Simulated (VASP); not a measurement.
Given:

```xyz
3
Lattice="4.3003 0.0000 0.0000 -2.1501 3.7242 0.0000 0.0000 0.0000 3.8510" Properties=species:S:1:pos:R:3 pbc="T T T"
La     0.0000     0.0000     0.0000
Cu     0.0000     2.4828     1.9255
Cu     2.1501     1.2414     1.9255
```

Computed with LDA (Ceperley-Alder, Perdew-Zunger), VASP's LDA PAW potentials (set 64) (plane waves; VASP). Numerical set-up: 300 eV cut-off, 9×9×9 Γ-centred mesh, Fermi-Dirac smearing of 0.050 eV, potentials La Cu.

At this cut-off the stress carries a Pulay error, which pulls relaxed volumes low. Energy and stress use the plane-wave basis of the starting cell.

**Question.** The ions, cell shape and volume are relaxed. Predict the relaxed structure.

**Answer.** 
```xyz
3
Lattice="4.2109 0.0000 0.0000 -2.1054 3.6467 0.0000 0.0000 0.0000 3.7193" Properties=species:S:1:pos:R:3 pbc="T T T"
La     0.0000     0.0000     0.0000
Cu     0.0000     2.4312     1.8596
Cu     2.1054     1.2156     1.8596
```
Space group P6/mmm (191), at a tolerance of 0.03 Å.

**Question.** How do energy and volume change from the first to the last step?

**Answer.** The energy (σ→0) changes by -31.1 meV/atom and the volume by -7.4 %, in 8 ionic steps.

The structure comes from a computed database's LaCu2 entry (P6/mmm); how it stands against other phases isn't given here. This run relaxes it. Symmetry was kept, so distortions that lower it aren't found. The run is one of a series of settings (EDIFFG = -0.01, IBRION = 2, ISIF = 3, NSW = 50 against the base run), some of them coarse on purpose. The electron count is odd and the run is not spin-polarised, which forces a metal.
